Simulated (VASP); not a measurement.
Given:

```yaml
crystal:
  lattice:
    - [0.00000, 2.77950, 2.77950]
    - [2.77950, 0.00000, 2.77950]
    - [2.77950, 2.77950, 0.00000]
  atoms:
    - { symbol: Ga, position: [0.00000, 0.00000, 0.00000] }
    - { symbol: P, position: [0.25000, 0.25000, 0.25000] }
```

These are PBE GGA, VASP's PBE PAW potentials (set 64) (plane waves; VASP 6.6.1) values and carry that method's errors. Run with 800 eV cut-off, 7×7×7 Γ-centred mesh, Gaussian smearing of 0.050 eV, potentials Ga_d P_h.

What does the run give for the energy per atom (σ→0), pressure, band gap (on the k-mesh) with the smallest direct gap where there is one?

```
Property                                      Value
-----------------------------------  --------------
band gap (on the k-mesh)                    1.34 eV
smallest direct gap (on the k-mesh)         1.34 eV
energy per atom (σ→0)                -4.558 eV/atom
pressure                                  -2.03 GPa
```

The absolute energy has meaning only against runs of the same code, potentials and settings.

The compound is GaP in the zinc blende structure. The cell was not relaxed at this level. The run is one of a series of settings (ENCUT = 800, POTCAR Ga_d P_h (PBE.64 set) against the base run), some of them coarse on purpose.
